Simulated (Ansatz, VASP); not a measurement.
# Cross-check of Mo (Mo(111)) between VASP and Ansatz

One calculation is typed for both programs; each brings its own data sets. How far apart do they land? Of the first pair: The cell is taken from a series of runs on this material, whose earlier steps may have relaxed, scaled, displaced or heated it; both programs get it as it stands.

Main program and level: Ansatz 0.2.0; plane waves, with VASP 6.6.1 beside it; PBEsol and RPBE.

### Step 1. Set-up

The cell holds 13 atoms: 13 Mo. Its edges and angles: a = 4.455 Å, b = 4.455 Å, c = 26.912 Å, α = 90.0°, β = 90.0°, γ = 120.0°. Vacuum lies along c.

### Step 2. VASP: single point, PBEsol, pair 1

With cell and atoms fixed, the geometry can't cause a difference; cores, projectors, grids and the points listed under the comparison can.

Lines of VASP's logs that name or quote its potential files are left out, and so is its time.

INCAR

```
SYSTEM = Mo
PREC = Accurate
ENCUT = 400
EDIFF = 1E-06
NELM = 120
ISMEAR = 1
SIGMA = 0.1
LREAL = .FALSE.
ALGO = Normal
GGA = PS
NBANDS = 112
LASPH = .TRUE.
LORBIT = 11
LWAVE = .FALSE.
LCHARG = .FALSE.
ISIF = 2
LDIPOL = .TRUE.
IDIPOL = 3
DIPOL = 0.5 0.5 0.5
LVHAR = .TRUE.
GGA_COMPAT = .FALSE.
NELMDL = -8
KPAR = 4
```

POSCAR

```
Mo
1.0
    4.4547727215      0.0000000000      0.0000000000
   -2.2273863607      3.8579463449      0.0000000000
    0.0000000000      0.0000000000     26.9119200877
Mo
13
Direct
    0.0000000000      0.0000000000      0.3051147857
    0.3333333333      0.6666666667      0.3324921068
    0.6666666667      0.3333333333      0.3598200139
    0.0000000000      0.0000000000      0.3972476207
    0.3333333333      0.6666666667      0.4305098270
    0.6666666667      0.3333333333      0.4653409566
    0.0000000000      0.0000000000      0.5000000000
    0.3333333333      0.6666666667      0.5346590433
    0.6666666667      0.3333333333      0.5694901730
    0.0000000000      0.0000000000      0.6027523792
    0.3333333333      0.6666666667      0.6401799860
    0.6666666667      0.3333333333      0.6675078931
    0.0000000000      0.0000000000      0.6948852142
```

KPOINTS

```
Automatic mesh
0
Gamma
12 12 1
0 0 0
```

The projector-augmented-wave data sets are Mo_sv (PBE family, release 64).

Started as:

```console
$ mpirun -np 4 vasp_std
```

Numbers of over 12 decimals in the logs are rounded to 6 here.

The log of the run:

```text
[banner, memory and clock lines left out]
running    4 mpi-ranks, on    1 nodes
 distrk:  each k-point on    1 cores,    4 groups
 distr:  one band on    1 cores,    1 groups

 POSCAR found type information on POSCAR Mo
 POSCAR found :  1 types and      13 ions
|                                                                             |
|               ----> ADVICE to this user running VASP <----                  |
|                                                                             |
|     You enforced a specific xc type in the INCAR file but a different       |
|     [... a line on the potential file left out ...]
|     I HOPE YOU KNOW WHAT YOU ARE DOING!                                     |
|                                                                             |

 LDA part: xc-table for (Slater+PW92), standard interpolation
 POSCAR, INCAR and KPOINTS ok, starting setup
 FFT: planning ... GRIDC
 FFT: planning ... GRID_SOFT
 FFT: planning ... GRID
 WAVECAR not read
 entering main loop
       N       E                     dE             d eps       ncg     rms          rms(c)
DAV:   1     0.179397495524E+04    0.17940E+04   -0.10673E+05  5456   0.126E+03
DAV:   2    -0.877098377041E+02   -0.18817E+04   -0.18241E+04  4784   0.436E+02
DAV:   3    -0.155912223828E+03   -0.68202E+02   -0.65874E+02  5784   0.712E+01
DAV:   4    -0.158085572449E+03   -0.21733E+01   -0.21295E+01  5560   0.986E+00
DAV:   5    -0.158169996643E+03   -0.84424E-01   -0.83823E-01  5808   0.160E+00
DAV:   6    -0.158172567789E+03   -0.25711E-02   -0.25622E-02  5600   0.268E-01
DAV:   7    -0.158172706077E+03   -0.13829E-03   -0.13804E-03  5168   0.533E-02
DAV:   8    -0.158172714008E+03   -0.79308E-05   -0.79202E-05  4968   0.116E-02    0.530E+01
DAV:   9    -0.157096880076E+03    0.10758E+01   -0.77966E+01  5672   0.305E+01    0.260E+01
DAV:  10    -0.222968450306E+03   -0.65872E+02   -0.47030E+02  6136   0.627E+01    0.513E+01
DAV:  11    -0.166398866301E+03    0.56570E+02   -0.30847E+02  5584   0.382E+01    0.316E+01
DAV:  12    -0.147580978905E+03    0.18818E+02   -0.75546E+01  5792   0.186E+01    0.110E+01
DAV:  13    -0.146666402893E+03    0.91458E+00   -0.59118E+00  5880   0.563E+00    0.803E+00
DAV:  14    -0.146578031283E+03    0.88372E-01   -0.38775E-01  5696   0.228E+00    0.700E+00
[...]
DAV:  27    -0.145897650298E+03   -0.65718E-04   -0.12671E-05  3976   0.129E-02    0.121E-02
DAV:  28    -0.145897731638E+03   -0.81340E-04   -0.27525E-05  4488   0.170E-02    0.786E-03
DAV:  29    -0.145897762718E+03   -0.31079E-04   -0.55031E-06  3760   0.521E-03    0.614E-03
DAV:  30    -0.145897791995E+03   -0.29277E-04   -0.28902E-06  3616   0.434E-03    0.304E-03
DAV:  31    -0.145897820025E+03   -0.28030E-04   -0.13286E-06  3352   0.336E-03    0.167E-03
DAV:  32    -0.145897837410E+03   -0.17386E-04   -0.14278E-06  3464   0.201E-03    0.245E-03
DAV:  33    -0.145897843135E+03   -0.57248E-05   -0.45509E-07  3208   0.152E-03    0.375E-04
DAV:  34    -0.145897843881E+03   -0.74567E-06   -0.72467E-08  2816   0.577E-04
   1 F= -.14589784E+03 E0= -.14589681E+03  d E =-.310996E-02
```

From OUTCAR (step 2):

```text
ion  position               nearest neighbor table
   1  0.000  0.000  0.305-   4 2.48   2 2.68   2 2.68   2 2.68   3 2.96   3 2.96   3 2.96
   2  0.333  0.667  0.332-   5 2.64   3 2.68   3 2.68   3 2.68   1 2.68   1 2.68   1 2.68   4 3.11
                             4 3.11   4 3.11
   3  0.667  0.333  0.360-   2 2.68   2 2.68   2 2.68   4 2.76   4 2.76   4 2.76   6 2.84   1 2.96
                             1 2.96   1 2.96   5 3.20   5 3.20   5 3.20
   4  0.000  0.000  0.397-   1 2.48   5 2.72   5 2.72   5 2.72   3 2.76   3 2.76   3 2.76   7 2.77
                             2 3.11   2 3.11   2 3.11   6 3.16   6 3.16   6 3.16
   5  0.333  0.667  0.431-   2 2.64   4 2.72   4 2.72   4 2.72   6 2.74   6 2.74   6 2.74   8 2.80
                             7 3.18   7 3.18   7 3.18   3 3.20   3 3.20   3 3.20
   6  0.667  0.333  0.465-   7 2.74   7 2.74   7 2.74   5 2.74   5 2.74   5 2.74   9 2.80   3 2.84
                             4 3.16   4 3.16   4 3.16   8 3.18   8 3.18   8 3.18
   7  0.000  0.000  0.500-   8 2.74   8 2.74   8 2.74   6 2.74   6 2.74   6 2.74  10 2.77   4 2.77
                             9 3.18   5 3.18   9 3.18   5 3.18   5 3.18   9 3.18
   8  0.333  0.667  0.535-   7 2.74   7 2.74   7 2.74   9 2.74   9 2.74   9 2.74   5 2.80  11 2.84
                            10 3.16  10 3.16  10 3.16   6 3.18   6 3.18   6 3.18
   9  0.667  0.333  0.569-  12 2.64  10 2.72  10 2.72  10 2.72   8 2.74   8 2.74   8 2.74   6 2.80
                             7 3.18   7 3.18   7 3.18  11 3.20  11 3.20  11 3.20
  10  0.000  0.000  0.603-  13 2.48   9 2.72   9 2.72   9 2.72  11 2.76  11 2.76  11 2.76   7 2.77
                            12 3.11  12 3.11  12 3.11   8 3.16   8 3.16   8 3.16
  11  0.333  0.667  0.640-  12 2.68  12 2.68  12 2.68  10 2.76  10 2.76  10 2.76   8 2.84  13 2.96
                            13 2.96  13 2.96   9 3.20   9 3.20   9 3.20
  12  0.667  0.333  0.668-   9 2.64  11 2.68  11 2.68  11 2.68  13 2.68  13 2.68  13 2.68  10 3.11
                            10 3.11  10 3.11
  13  0.000  0.000  0.695-  10 2.48  12 2.68  12 2.68  12 2.68  11 2.96  11 2.96  11 2.96

  LATTYP: Found a hexagonal cell.
 ALAT       =     4.4547727215
 C/A-ratio  =     6.0411432345

 Subroutine GETGRP returns: Found 12 space group operations
 (whereof 12 operations were pure point group operations)

The static configuration has the point symmetry D_3d.

 Found     19 irreducible k-points:

   k-points           NKPTS =     19   k-points in BZ     NKDIM =     19   number of bands    NBANDS=    112

   dimension x,y,z NGX =    30 NGY =   30 NGZ =  180
   dimension x,y,z NGXF=    60 NGYF=   60 NGZF=  360

   ENCUT  =  400.0 eV  29.40 Ry    5.42 a.u.   7.26  7.26 43.89*2*pi/ulx,y,z

   NELECT =     182.0000    total number of electrons

 k-points in reciprocal lattice and weights: Automatic mesh
   0.00000000  0.00000000  0.00000000       0.007
   0.08333333  0.00000000  0.00000000       0.042
   0.16666667  0.00000000  0.00000000       0.042
   0.25000000 -0.00000000  0.00000000       0.042
   0.33333333  0.00000000  0.00000000       0.042
   0.41666667 -0.00000000  0.00000000       0.042
   0.50000000 -0.00000000  0.00000000       0.021
   0.08333333  0.08333333  0.00000000       0.042
   0.16666667  0.08333333  0.00000000       0.083
[...]
0.33333333  0.25000000  0.00000000       0.083
   0.33333333  0.33333333  0.00000000       0.014

 dipolmoment           0.000000      0.000000      0.000000 electrons x Angstroem

 average (electrostatic) potential at core
       1 -77.9693       2 -77.9789       3 -78.2388       4 -78.1715       5 -78.3037
       6 -78.1827       7 -78.2599       8 -78.1827       9 -78.3037      10 -78.1715
      11 -78.2388      12 -77.9789      13 -77.9693

 E-fermi :   3.2518

 k-point     1 :       0.0000    0.0000    0.0000
  band No.  band energies     occupation
    ...
     87       2.0419      2.00000
     88       2.0809      2.00000
     89       2.0809      2.00000
     90       2.2792      2.00000
     91       2.6021      2.00000
     92       3.3862     -0.06725
     93       4.3228     -0.00000
     94       4.5264     -0.00000
     95       4.5264     -0.00000
     96       4.5424     -0.00000
    ...

 k-point     2 :       0.0833    0.0000    0.0000
  band No.  band energies     occupation
    ...
     87       2.1208      2.00000
     88       2.1785      2.00000
     89       2.2746      2.00000
     90       2.3738      2.00000
     91       2.6268      2.00000
     92       3.4060     -0.05154
     93       4.2863     -0.00000
     94       4.3737     -0.00000
     95       4.4341     -0.00000
     96       4.4719     -0.00000
    ...

 k-point     3 :       0.1667    0.0000    0.0000
  band No.  band energies     occupation
    ...
     87       2.3522      2.00000
     88       2.3658      2.00000
     89       2.6333      2.00000
     90       2.7196      2.00000
     91       2.7488      2.00000
     92       3.4938     -0.00328
     93       3.9803     -0.00000
     94       4.0962     -0.00000
     95       4.2535     -0.00000
     96       4.2824     -0.00000
    ...

  Total      -14.5068967    -14.5068967     -9.0429616     -0.0000000     -0.0000000     -0.0000000
  in kB      -50.2526167    -50.2526167    -31.3252721     -0.0000000     -0.0000000     -0.0000000
  external PRESSURE =     -43.9435018 kB  Pullay stress =       0.0000000 kB

  energy-cutoff  :      400.00
  volume of cell :      462.52
      direct lattice vectors                 reciprocal lattice vectors
     4.454772722  0.000000000  0.000000000     0.224478343  0.129602632  0.000000000
    -2.227386361  3.857946345  0.000000000     0.000000000  0.259205264  0.000000000
     0.000000000  0.000000000 26.911920088     0.000000000  0.000000000  0.037158255

 POSITION                                       TOTAL-FORCE (eV/Angst)
 -----------------------------------------------------------------------------------
      0.00000      0.00000      8.21122         0.000000     -0.000000      0.491938
     -0.00000      2.57196      8.94800         0.000000      0.000000      0.261159
      2.22739      1.28598      9.68345        -0.000000     -0.000000      0.081628
      0.00000      0.00000     10.69070        -0.000000      0.000000     -0.032391
     -0.00000      2.57196     11.58585        -0.000000      0.000000     -0.030172
      2.22739      1.28598     12.52322        -0.000000     -0.000000      0.001268
      0.00000      0.00000     13.45596        -0.000000      0.000000     -0.000000
     -0.00000      2.57196     14.38870         0.000000      0.000000     -0.001268
      2.22739      1.28598     15.32607         0.000000     -0.000000      0.030172
      0.00000      0.00000     16.22122        -0.000000     -0.000000      0.032391
     -0.00000      2.57196     17.22847         0.000000      0.000000     -0.081628
      2.22739      1.28598     17.96392        -0.000000     -0.000000     -0.261159
      0.00000      0.00000     18.70070        -0.000000      0.000000     -0.491938
 -----------------------------------------------------------------------------------
    total drift:                                0.000000      0.000000      0.000048

  FREE ENERGIE OF THE ION-ELECTRON SYSTEM (eV)
  ---------------------------------------------------
  free  energy   TOTEN  =      -145.8978438806 eV

  energy  without entropy=     -145.8947339180  energy(sigma->0) =     -145.89680723

 vacuum level on the upper side and lower side of the slab         7.241         7.241

 total charge
# of ion       s       p       d       tot
------------------------------------------
    1        2.385   6.077   4.042  12.504
    2        2.414   6.159   4.007  12.580
    3        2.373   6.183   3.891  12.447
    4        2.391   6.214   3.960  12.565
    5        2.388   6.206   3.892  12.486
    6        2.372   6.196   3.885  12.453
    7        2.377   6.196   3.885  12.458
    8        2.372   6.196   3.885  12.453
    9        2.388   6.206   3.892  12.486
   10        2.391   6.214   3.960  12.565
   11        2.373   6.183   3.891  12.447
   12        2.414   6.159   4.007  12.580
   13        2.385   6.077   4.042  12.504
--------------------------------------------------
tot         31.025  80.266  51.238 162.529

[... 3 further parts left out ...]
```

(Part 1 of 3 ends here.)

[Lines on the potential files, build, host, timing and source positions are cut from VASP's logs without a mark.]

[Logs are printed without paths, hosts, clocks, repeated set-up lines and the standing remarks that a program may print on its own settings, such as how far it seeks lower states.]

[Hosts, paths, dates, database ids (printed as entryN), source tags and the programs' standing remarks are cut or masked in the printed files.]
